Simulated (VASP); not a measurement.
KNi, 2 atoms in the cell. The structure is cubic, space group F-43m (No. 216). Conventional cell: a = 6.236 Å, b = 6.236 Å, c = 6.236 Å, α = 90.00°, β = 90.00°, γ = 90.00°. K (site symmetry -43m) has 4 Ni at 2.70 Å as nearest neighbours. Around Ni (site symmetry -43m) lie 4 K at 2.70 Å. The cell was built by a generator and needn't be a form met in nature.

```yaml
Program: VASP 6.6.1
Task: relaxation of cell and atoms
Functional: PBE
Potentials_or_basis: VASP PAW PBE potentials, release 64 (K_sv_GW, Ni_GW)
Cutoff: 600 eV
k_mesh: 5 × 5 × 5
Occupations: fermi-dirac, width 0.05 eV
Spin: collinear spin, ferromagnetic start
Starting_moments: "[0.0, 1.0] μB"
Further_INCAR_settings: ALGO = Normal; EDIFF = 1e-06; IBRION = 2; EDIFFG = -0.01; NSW = 40; ISIF = 3
```

Potentials or basis: VASP PAW PBE potentials, release 64 (K_sv_GW, Ni_GW).

Launch:

```console
$ cat potpaw_PBE.64/K_sv_GW/POTCAR potpaw_PBE.64/Ni_GW/POTCAR > POTCAR
$ mpirun -np 1 vasp_std > vasp.out
```

Hardware: 1 thread of Intel(R) Xeon(R) Platinum 8488C (Sapphire Rapids), on a shared host.

**Question.** Estimate the wall time of this run.

**Answer.** Run time: 3.1 min on 1 thread of Intel(R) Xeon(R) Platinum 8488C (Sapphire Rapids), on a shared host, peak memory 0.26 GiB. Counts: scf iterations 106, k points 10, ion steps 3.
